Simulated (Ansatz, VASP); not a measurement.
# PtS2: VASP beside Ansatz, part 2 of 2

Aim: how closely do two programs agree when they are given the same cell, functional and k mesh? The cell is taken from a series of runs on this material, whose earlier steps may have relaxed, scaled, displaced or heated it; both programs get it as it stands.

VASP 6.6.1 and Ansatz 0.2.0.

So far: Set-up; Ansatz: zone-centre phonons, PBE with D3(BJ).

### 3. VASP: zone-centre phonons, PBE with D3(BJ)

Level of this step: PBE with D3(BJ); plane waves and PAW (S, Pt) (VASP).

The same cell, functional and mesh now go to VASP, with its own data sets.

Lines of VASP's logs that name or quote its potential files are left out, and so is its time.

The input, INCAR:

```
SYSTEM = PtS2
PREC = Accurate
ENCUT = 500
EDIFF = 1E-08
NELM = 120
ISMEAR = 0
SIGMA = 0.01
LREAL = .FALSE.
ALGO = Normal
GGA = PE
IVDW = 12
NBANDS = 17
LASPH = .TRUE.
LORBIT = 11
LWAVE = .FALSE.
LCHARG = .FALSE.
ISIF = 2
IBRION = 6
NFREE = 2
POTIM = 0.015
NSW = 1
GGA_COMPAT = .FALSE.
EFERMI = MIDGAP
KPAR = 2
```

The input, POSCAR:

```
PtS2
1.0
    3.4397625248      0.0000000000      0.0000000000
   -1.7198812624      2.9789217294      0.0000000000
    0.0000000000      0.0000000000      5.0797803670
S Pt
2 1
Direct
    0.3333333333      0.6666666667      0.2540040304
    0.6666666667      0.3333333333      0.7459959696
    0.0000000000      0.0000000000      0.0000000000
```

The input, KPOINTS:

```
Automatic mesh
0
Gamma
12 12 8
0 0 0
```

The projector-augmented-wave data sets are S and Pt (PBE family, release 64).

On the command line:

```sh
> mpirun -np 2 vasp_std
```

Numbers of over 12 decimals in the logs are rounded to 6 here.

The log of the run:

```text
[banner, memory and clock lines left out]
running    2 mpi-ranks, on    1 nodes
 distrk:  each k-point on    1 cores,    2 groups
 distr:  one band on    1 cores,    1 groups

 POSCAR found type information on POSCAR S Pt
 POSCAR found :  2 types and       3 ions
 LDA part: xc-table for (Slater+PW92), standard interpolation
 POSCAR, INCAR and KPOINTS ok, starting setup
 FFT: planning ... GRIDC
 FFT: planning ... GRID_SOFT
 FFT: planning ... GRID
 WAVECAR not read
 entering main loop
       N       E                     dE             d eps       ncg     rms          rms(c)
DAV:   1     0.108967936190E+03    0.10897E+03   -0.10347E+04  4526   0.113E+03
DAV:   2    -0.117274088074E+02   -0.12070E+03   -0.11703E+03  5547   0.225E+02
DAV:   3    -0.164610153838E+02   -0.47336E+01   -0.47074E+01  5632   0.468E+01
DAV:   4    -0.165088834814E+02   -0.47868E-01   -0.47843E-01  5932   0.514E+00
DAV:   5    -0.165096220625E+02   -0.73858E-03   -0.73852E-03  5869   0.615E-01    0.196E+01
DAV:   6    -0.154297757976E+02    0.10798E+01   -0.61958E+00  4544   0.250E+01    0.128E+01
DAV:   7    -0.152278455311E+02    0.20193E+00   -0.11636E+00  4528   0.114E+01    0.615E+00
DAV:   8    -0.152107657459E+02    0.17080E-01   -0.59635E-02  5400   0.191E+00    0.125E+00
DAV:   9    -0.152074044203E+02    0.33613E-02   -0.10782E-02  5181   0.111E+00    0.194E-01
DAV:  10    -0.152076052637E+02   -0.20084E-03   -0.15069E-03  5778   0.273E-01    0.122E-01
DAV:  11    -0.152076401613E+02   -0.34898E-04   -0.70546E-05  5444   0.595E-02    0.431E-02
DAV:  12    -0.152076451043E+02   -0.49430E-05   -0.14516E-05  5517   0.347E-02    0.150E-02
DAV:  13    -0.152076464423E+02   -0.13380E-05   -0.13773E-06  5768   0.842E-03    0.594E-03
DAV:  14    -0.152076469832E+02   -0.54093E-06   -0.74589E-07  5121   0.503E-03    0.280E-03
DAV:  15    -0.152076468542E+02    0.12899E-06   -0.82856E-08  5877   0.230E-03    0.111E-03
DAV:  16    -0.152076467652E+02    0.88991E-07   -0.19236E-08  4805   0.869E-04    0.298E-04
DAV:  17    -0.152076467622E+02    0.30279E-08   -0.19088E-09  3043   0.318E-04
   1 F= -.16550931E+02 E0= -.16550931E+02  d E =0.000000E+00
[... from here on, the cycles between the ionic steps are left out ...]
   2 F= -.16549799E+02 E0= -.16549799E+02  d E =0.000000E+00
   3 F= -.16549799E+02 E0= -.16549799E+02  d E =0.000000E+00
   4 F= -.16548923E+02 E0= -.16548923E+02  d E =0.000000E+00
   5 F= -.16550332E+02 E0= -.16550332E+02  d E =0.000000E+00
   6 F= -.16548812E+02 E0= -.16548812E+02  d E =0.000000E+00
   7 F= -.16548812E+02 E0= -.16548812E+02  d E =0.000000E+00
   8 F= -.16548880E+02 E0= -.16548880E+02  d E =0.000000E+00
 Finite differences progress:
  Degree of freedom:   4/  4
  Displacement:        1/  2
  Total:               7/  8
 bond charge predicted
       N       E                     dE             d eps       ncg     rms          rms(c)
DAV:   1    -0.151998142586E+02    0.57800E-02   -0.47761E+00  4469   0.116E+01    0.656E-01
DAV:   2    -0.152062696968E+02   -0.64554E-02   -0.72160E-02  5618   0.189E+00    0.268E-01
DAV:   3    -0.152057191817E+02    0.55052E-03   -0.21553E-03  5507   0.316E-01    0.151E-01
DAV:   4    -0.152055855738E+02    0.13361E-03   -0.63589E-04  5471   0.146E-01    0.621E-02
DAV:   5    -0.152055958365E+02   -0.10263E-04   -0.10070E-04  5338   0.595E-02    0.188E-02
DAV:   6    -0.152055940121E+02    0.18244E-05   -0.17535E-05  5482   0.264E-02    0.631E-03
DAV:   7    -0.152055942324E+02   -0.22030E-06   -0.11497E-06  5564   0.846E-03    0.170E-03
DAV:   8    -0.152055942520E+02   -0.19539E-07   -0.14250E-07  5242   0.268E-03    0.866E-04
DAV:   9    -0.152055942668E+02   -0.14868E-07   -0.14581E-08  4127   0.834E-04    0.345E-04
DAV:  10    -0.152055942692E+02   -0.23804E-08   -0.46806E-09  2547   0.490E-04
   9 F= -.16548880E+02 E0= -.16548880E+02  d E =0.000000E+00
 Finite differences progress:
  Degree of freedom:   4/  4
  Displacement:        2/  2
  Total:               8/  8
```

Parts of OUTCAR (step 3):

```text
ion  position               nearest neighbor table
   1  0.333  0.667  0.254-   3 2.37   3 2.37   3 2.37
   2  0.667  0.333  0.746-   3 2.37   3 2.37   3 2.37
   3  0.000  0.000  0.000-   1 2.37   2 2.37   1 2.37   2 2.37   2 2.37   1 2.37

  LATTYP: Found a hexagonal cell.
 ALAT       =     3.4397625248
 C/A-ratio  =     1.4767822867

 Subroutine GETGRP returns: Found 12 space group operations
 (whereof 12 operations were pure point group operations)

The static configuration has the point symmetry D_3d.

 Found    131 irreducible k-points:

   k-points           NKPTS =    131   k-points in BZ     NKDIM =    131   number of bands    NBANDS=     17

   dimension x,y,z NGX =    28 NGY =   28 NGZ =   40
   dimension x,y,z NGXF=    56 NGYF=   56 NGZF=   80

   ENCUT  =  500.0 eV  36.75 Ry    6.06 a.u.   6.27  6.27  9.26*2*pi/ulx,y,z

   NELECT =      22.0000    total number of electrons

 k-points in reciprocal lattice and weights: Automatic mesh
   0.00000000  0.00000000  0.00000000       0.001
   0.08333333  0.00000000  0.00000000       0.005
   0.16666667 -0.00000000  0.00000000       0.005
   0.25000000 -0.00000000  0.00000000       0.005
   0.33333333  0.00000000  0.00000000       0.005
   0.41666667 -0.00000000  0.00000000       0.005
   0.50000000 -0.00000000  0.00000000       0.003
   0.08333333  0.08333333  0.00000000       0.005
   0.16666667  0.08333333  0.00000000       0.010
[...]
0.33333333  0.25000000  0.50000000       0.010
   0.33333333  0.33333333  0.50000000       0.002

 Edisp (eV)   -1.34329

 average (electrostatic) potential at core
       1 -84.6686       2 -84.7271       3 -67.6881

 E-fermi :   7.8263

 k-point     1 :       0.0000    0.0000    0.0000
  band No.  band energies     occupation
    ...
      7       3.5651      2.00000
      8       5.0555      2.00000
      9       6.5451      2.00000
     10       6.5451      2.00000
     11       7.5058      2.00000
     12       9.4563      0.00000
     13       9.4563      0.00000
     14      12.2011      0.00000
     15      13.2944      0.00000
     16      15.7365      0.00000
    ...

 k-point     2 :       0.0833    0.0000    0.0000
  band No.  band energies     occupation
    ...
      7       3.4962      2.00000
      8       4.9108      2.00000
      9       6.3661      2.00000
     10       6.5469      2.00000
     11       7.3998      2.00000
     12       9.2528      0.00000
     13       9.4248      0.00000
     14      12.7331      0.00000
     15      13.6851      0.00000
     16      15.5423      0.00000
    ...

 k-point     3 :       0.1667   -0.0000    0.0000
  band No.  band energies     occupation
    ...
      7       3.3593      2.00000
      8       4.5436      2.00000
      9       6.0745      2.00000
     10       6.4565      2.00000
     11       6.9457      2.00000
     12       9.1758      0.00000
     13       9.4308      0.00000
     14      13.5373      0.00000
     15      14.4546      0.00000
     16      15.5010      0.00000
    ...

 Edisp (eV)   -1.34329

  Total       2.81890     2.81890    -0.11981     0.00000     0.00000     0.00000
  in kB      86.76759    86.76759    -3.68798     0.00000     0.00000     0.00000
  external pressure =       56.62 kB  Pullay stress =        0.00 kB

  energy-cutoff  :      500.00
  volume of cell :       52.05
      direct lattice vectors                 reciprocal lattice vectors
     3.439762525  0.000000000  0.000000000     0.290717744  0.167845968  0.000000000
    -1.719881262  2.978921729  0.000000000     0.000000000  0.335691935  0.000000000
     0.000000000  0.000000000  5.079780367     0.000000000  0.000000000  0.196858905

 POSITION                                       TOTAL-FORCE (eV/Angst)
 -----------------------------------------------------------------------------------
     -0.00000      1.98595      1.29028        -0.000000     -0.000000     -0.181512
      1.71988      0.99297      3.78950         0.000000      0.000000     -0.092083
      0.00000      0.00000     -0.01500         0.000000      0.000000      0.273595
 -----------------------------------------------------------------------------------
    total drift:                                0.000000     -0.000000     -0.000035

  FREE ENERGIE OF THE ION-ELECTRON SYSTEM (eV)
  ---------------------------------------------------
  free  energy   TOTEN  =       -16.5488796942 eV

  energy  without entropy=      -16.5488796942  energy(sigma->0) =      -16.54887969

 Eigenvectors and eigenvalues of the dynamical matrix
 ----------------------------------------------------

   1 f  =   10.349068 THz    65.025109 2PiTHz  345.207736 cm-1    42.800285 meV
             X         Y         Z           dx          dy          dz
     -0.000000  1.985948  1.290285     0.000000   -0.000000   -0.707107
      1.719881  0.992974  3.789496     0.000000   -0.000000    0.707107
      0.000000  0.000000  0.000000    -0.000000    0.000000    0.000000

   2 f  =    9.766849 THz    61.366925 2PiTHz  325.787029 cm-1    40.392425 meV
             X         Y         Z           dx          dy          dz
     -0.000000  1.985948  1.290285    -0.613419    0.000000   -0.000000
      1.719881  0.992974  3.789496    -0.613419   -0.000000    0.000000
      0.000000  0.000000  0.000000     0.497428   -0.000000    0.000000

   3 f  =    9.766849 THz    61.366925 2PiTHz  325.787029 cm-1    40.392425 meV
             X         Y         Z           dx          dy          dz
     -0.000000  1.985948  1.290285    -0.000000    0.613419    0.000000
      1.719881  0.992974  3.789496     0.000000    0.613419    0.000000
      0.000000  0.000000  0.000000     0.000000   -0.497428    0.000000

   4 f  =    9.609713 THz    60.379606 2PiTHz  320.545512 cm-1    39.742561 meV
             X         Y         Z           dx          dy          dz
     -0.000000  1.985948  1.290285    -0.000000    0.000000   -0.613418
      1.719881  0.992974  3.789496    -0.000000    0.000000   -0.613418
      0.000000  0.000000  0.000000    -0.000000    0.000000    0.497430

   5 f  =    9.029137 THz    56.731738 2PiTHz  301.179575 cm-1    37.341491 meV
             X         Y         Z           dx          dy          dz
     -0.000000  1.985948  1.290285    -0.707107    0.000001   -0.000000
      1.719881  0.992974  3.789496     0.707107   -0.000001    0.000000
      0.000000  0.000000  0.000000    -0.000000    0.000000    0.000000

   6 f  =    9.029137 THz    56.731738 2PiTHz  301.179575 cm-1    37.341491 meV
             X         Y         Z           dx          dy          dz
     -0.000000  1.985948  1.290285     0.000001    0.707107   -0.000000
      1.719881  0.992974  3.789496    -0.000001   -0.707107    0.000000
      0.000000  0.000000  0.000000    -0.000000   -0.000000    0.000000

   7 f/i=    0.000265 THz     0.001666 2PiTHz    0.008844 cm-1     0.001097 meV
             X         Y         Z           dx          dy          dz
     -0.000000  1.985948  1.290285    -0.343405    0.076093   -0.000000
      1.719881  0.992974  3.789496    -0.343405    0.076093   -0.000000
      0.000000  0.000000  0.000000    -0.846962    0.187673   -0.000000

   8 f/i=    0.000265 THz     0.001666 2PiTHz    0.008844 cm-1     0.001097 meV
             X         Y         Z           dx          dy          dz
     -0.000000  1.985948  1.290285    -0.076093   -0.343405    0.000000
      1.719881  0.992974  3.789496    -0.076093   -0.343405    0.000000
      0.000000  0.000000  0.000000    -0.187673   -0.846962    0.000001

   9 f/i=    0.000280 THz     0.001759 2PiTHz    0.009336 cm-1     0.001158 meV
             X         Y         Z           dx          dy          dz
     -0.000000  1.985948  1.290285     0.000000    0.000000    0.351736
      1.719881  0.992974  3.789496     0.000000    0.000000    0.351736
      0.000000  0.000000  0.000000     0.000000    0.000001    0.867504

 ELASTIC MODULI CONTR FROM IONIC RELAXATION (kBar)
 Direction    XX          YY          ZZ          XY          YZ          ZX
 --------------------------------------------------------------------------------
 XX        -968.2557   -430.8891   -897.7935      0.0000    472.2345     -0.0000
 YY        -430.8891   -968.2557   -897.7935      0.0000   -472.2345     -0.0000
 ZZ        -897.7935   -897.7935  -1152.1799      0.0000      0.0000     -0.0000
 XY           0.0000      0.0000      0.0000   -268.6833      0.0000    472.2359
 YZ         472.2345   -472.2345      0.0000      0.0000   -829.9937     -0.0000
 ZX          -0.0000     -0.0000     -0.0000    472.2359     -0.0000   -829.9986
 --------------------------------------------------------------------------------

 total charge
# of ion       s       p       d       tot
------------------------------------------
    1        1.365   2.292   0.000   3.658
    2        1.365   2.292   0.000   3.658
    3        0.712   0.822   8.014   9.548
--------------------------------------------------
tot          3.443   5.407   8.014  16.864

[... 3 further parts left out ...]
```

The last energy, forces, stress and levels in OUTCAR belong to the last displaced cell, not to the cell of POSCAR.

Levels, forces or a CONTCAR printed for this step are those of its last displaced cell, not of the structure at rest.

### 4. Differences

Known differences besides the potentials themselves: fixed occupations in Ansatz, narrow Gaussian smearing in VASP; the data sets hold 30 valence electrons in Ansatz (on its PAW soft_1 files) and 22 in VASP; the cutoff is 420 eV in Ansatz and 500 eV in VASP; Ansatz takes the dispersion share of the force constants at frozen C6 weights, VASP differentiates the full forces; VASP uses finite displacements, Ansatz perturbation theory. Total energies have different zeros and are not compared.

Compared:

| quantity | Ansatz | VASP | difference |
| --- | --- | --- | --- |
| optical mode 1 to 2 (cm⁻¹) | 302.1 | 301.2 | +0.30 % |
| optical mode 3 (cm⁻¹) | 320.4 | 320.5 | -0.04 % |
| optical mode 4 to 5 (cm⁻¹) | 326.2 | 325.8 | +0.12 % |
| optical mode 6 (cm⁻¹) | 345.9 | 345.2 | +0.19 % |

Modes are paired by rising frequency, not by their patterns, so a pair may set unlike modes beside each other; they are those without the splitting of longitudinal modes.

### 5. What came out

```json
{
  "r.m.s. difference of the optical zone-centre modes, each program's sorted by frequency (zone-centre phonons, PBE with D3(BJ))": "0.62 cm⁻¹"
}
```

The r.m.s. difference of the optical zone-centre modes, each program's sorted by frequency is 0.62 cm⁻¹ (zone-centre phonons, PBE with D3(BJ)). The data sets hold unlike numbers of valence electrons (30 in Ansatz and 22 in VASP), so part of the differences comes from the potentials. How closely two codes agree says nothing of how well the functional describes the real material.

[Lines on the potential files, build, host, timing and source positions are cut from VASP's logs without a mark.]

[Logs are printed without paths, hosts, clocks, repeated set-up lines and the standing remarks that a program may print on its own settings, such as how far it seeks lower states.]

[Hosts, paths, dates, database ids (printed as entryN), source tags and the programs' standing remarks are cut or masked in the printed files.]
